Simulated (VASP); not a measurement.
Calculation: r2SCAN meta-GGA, VASP's PBE PAW potentials (set 64) (plane waves; VASP).

Gaps are without spin-orbit coupling.

Task: Order these relaxed crystals by band gap, smallest first: SnTe, Fm-3m (225); Cd4Te3Se, Pmm2 (25); NaTlO, P6_3mc (186); SiO2, P3_121 (152).

Result: SnTe, Fm-3m (225) (0.13 eV), Cd4Te3Se, Pmm2 (25) (0.99 eV), NaTlO, P6_3mc (186) (1.35 eV), SiO2, P3_121 (152) (6.59 eV)
